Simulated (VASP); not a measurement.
Output of a VASP run:

File OSZICAR:
```
       N       E                     dE             d eps       ncg     rms          rms(c)
DAV:   1    -0.104332611009E+02   -0.10433E+02   -0.42991E-01  1046   0.850E+00    0.935E-01
DAV:   2    -0.104375078859E+02   -0.42468E-02   -0.28393E-02   974   0.114E+00    0.555E-01
DAV:   3    -0.104364768684E+02    0.10310E-02   -0.26496E-03  1328   0.607E-01    0.339E-01
DAV:   4    -0.104363101983E+02    0.16667E-03   -0.49997E-04  1124   0.261E-01    0.196E-01
DAV:   5    -0.104362584586E+02    0.51740E-04   -0.56672E-05  1096   0.111E-01    0.103E-01
DAV:   6    -0.104362368505E+02    0.21608E-04   -0.16389E-05   998   0.520E-02    0.487E-02
DAV:   7    -0.104362309776E+02    0.58729E-05   -0.58538E-06  1010   0.242E-02    0.223E-02
DAV:   8    -0.104362294650E+02    0.15126E-05   -0.14527E-06   786   0.123E-02    0.119E-02
DAV:   9    -0.104362292121E+02    0.25282E-06   -0.64461E-07   556   0.798E-03
   1 F= -.10436229E+02 E0= -.10436229E+02  d E =-.666920E-16
       N       E                     dE             ncg
```

### OUTCAR
```
------------------------ aborting loop because EDIFF is reached ----------------------------------------
  FORCE on cell =-STRESS in cart. coord.  units (eV):
  Direction    XX          YY          ZZ          XY          YZ          ZX
  --------------------------------------------------------------------------------------
  Total       -0.3613035     -0.3613036     -0.3711994      0.0000000      0.0000000      0.0000000
  in kB      -10.6925522    -10.6925553    -10.9854162      0.0000000      0.0000000      0.0000000
  external PRESSURE =     -10.7901746 kB  Pullay stress =       0.0000000 kB
  volume of cell :       54.14
      direct lattice vectors                 reciprocal lattice vectors
     2.122049610  1.225166096  3.470560568     0.235621259  0.136035977  0.096045963
    -2.122049610  1.225166096  3.470560568    -0.235621259  0.136035977  0.096045963
     0.000000000 -2.450332192  3.470560568     0.000000000 -0.272071954  0.096045963
  FREE ENERGIE OF THE ION-ELECTRON SYSTEM (eV)
  ---------------------------------------------------
  free  energy   TOTEN  =       -10.4362292121 eV

  energy  without entropy=      -10.4362292121  energy(sigma->0) =      -10.43622921

  exchange ACFDT corr.  =         0.00000000  see jH, gK, PRB 81, 115126
```
(Selected blocks of OUTCAR.)

File POSCAR:
```
PbS
1
    2.1220496097     1.2251660961     3.4705605685
   -2.1220496097     1.2251660961     3.4705605685
    0.0000000000    -2.4503321922     3.4705605685
Pb S
1 1
Direct
  0.9799779329   0.9799779329   0.9799779329
  0.4756290671   0.4756290671   0.4756290671
```

**Question.** Write an INCAR and KPOINTS that could have produced this output.

**Answer.** Several could match; the one computed here: the input of the run itself, HSE06 screened hybrid, plane waves, VASP's PBE PAW potentials (set 64).

### INCAR
```
# general
SYSTEM   = PbS
PREC     = Accurate
ENCUT    = 400
LREAL    = F
LASPH    = T
ISYM     = 3

# electronic loop
EDIFF    = 1E-6
NELM     = 60
ALGO     = Normal
LMAXMIX  = 4

# smearing
ISMEAR   = 0
SIGMA    = 0.05

# functional
GGA      = PE
LHFCALC  = T
AEXX     = 0.25
HFSCREEN = 0.2
PRECFOCK = Fast

# ions
ISIF     = 2

# output
LWAVE    = F
LCHARG   = F
```

**KPOINTS_OPT**
```
named points and PBE's band edges
8
Reciprocal
  0.000000   0.000000   0.000000 1 ! GAMMA
 -0.500000  -0.500000  -0.500000 1 ! T
  0.000000   0.000000  -0.500000 1 ! L
 -0.500000   0.000000  -0.500000 1 ! F
  0.000000   0.374950  -0.374950 1 ! S_0
 -0.374950   0.000000  -0.625050 1 ! S_2
 -0.249900   0.249910  -0.500000 1 ! H_0
 -0.022720   0.022720  -0.500000 1 ! near an edge
```

KPOINTS:
```
Automatic mesh
0
Gamma
6 6 6
0 0 0
```

POTCAR, in this order: Pb_d S (PBE.64 set). Program: vasp_std. Read from the step before: WAVECAR.

The structure comes from a computed database's PbS entry (R3m); how it stands against other phases isn't given here. It was relaxed first.
